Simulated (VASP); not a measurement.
## B12N11 (a cell with a defect): single point with HSE06

B12N11 (a cell with a defect):

```xyz
23
Lattice="0.0000 5.4225 5.4225 3.6150 0.0000 3.6150 3.6150 3.6150 0.0000" Properties=species:S:1:pos:R:3 pbc="T T T"
B     0.0173    0.0156    0.0139
B     1.8233    7.2003    5.4215
B     1.8245    5.4207    7.2057
B     3.6180    1.8103    1.8111
B     7.1913    5.4304    5.4349
B     1.8181    3.5961    1.8017
B     1.8187    1.7997    3.5988
B     3.6201    3.6006    3.6033
B     0.0165    3.6021    3.6057
B     1.8081    5.4155    3.6233
B     1.8085    3.6203    5.4184
B     3.6208    5.4137    5.4170
N     2.7209    2.7058    0.9089
N     2.7212    0.9080    2.7077
N     4.5259    2.7040    2.7058
N     0.9119    2.7002    2.7032
N     2.6986    4.5106    2.7198
N     2.6990    2.7169    4.5141
N     4.5277    4.5080    4.5105
N     0.9017    4.5240    4.5265
N     2.7304    6.3160    4.5076
N     2.7303    4.5042    6.3195
N     4.5228    6.3218    6.3244
```

```yaml
Program: VASP 6.6.1
Task: single point
Functional: HSE06
Potentials_or_basis: VASP PAW PBE potentials, release 64 (B, N)
Cutoff: 450 eV
k_mesh: 2 × 2 × 2
Occupations: gaussian, width 0.03 eV
Spin: collinear spin, ferromagnetic start
Starting_moments: "[0.5, 0.5, 0.5, 0.0, 0.5, 0.0, 0.0, 0.0, 0.0, 0.0, 0.0, 0.0, 0.0, 0.0, 0.0, 0.0, 0.0, 0.0, 0.0, 0.0, 0.0, 0.0, 0.0] μB"
Fixed_moment: 2 μB
```

```yaml
Largest_force: 0.548 eV/Å
Net_moment: 2.00 μB per cell
Site_moments: B +0.15, +0.17, +0.01, +0.34, +0.04, +0.02; N +0.00, -0.01, +0.01, -0.00, +0.02 μB
Valence_electrons_inside_the_program's_atomic_spheres: B 1.89, 2.05, 1.98, 2.04; N 3.97, 3.96, 3.98, 3.99
```

Forces in eV/Å, atoms in the order of the input:
```
B    0.252 -0.378 -0.307
B    0.149 -0.105 -0.294
B    0.141 -0.333 -0.143
B    0.260 -0.118 -0.121
B   -0.177  0.347  0.326
B   -0.305  0.192  0.112
B   -0.318  0.114  0.203
B    0.021  0.189  0.195
B    0.233  0.031  0.021
B   -0.185 -0.041 -0.046
B   -0.196 -0.038 -0.035
B    0.252 -0.006 -0.008
N    0.028  0.007  0.124
N    0.025  0.135 -0.001
N   -0.205 -0.015 -0.013
N   -0.024  0.035  0.036
N    0.067 -0.050  0.005
N    0.075 -0.003 -0.062
N    0.035 -0.075 -0.073
N   -0.026 -0.053 -0.055
N   -0.044  0.056  0.036
N   -0.045  0.070  0.060
N   -0.012  0.038  0.039
```

Run time: 3.7 min on 4 MPI ranks on Intel(R) Xeon(R) Platinum 8259CL CPU @ 2.50GHz (Skylake/Cascade Lake) (shared host), peak memory 0.41 GiB a rank.

Caveat: the k mesh is coarse (spacing up to 0.75 Å⁻¹), so the values aren't converged, least of all with exact exchange; the PAW data sets were made with another functional, which shifts forces and pressure a little; the total moment is fixed, so each spin has its own Fermi level.
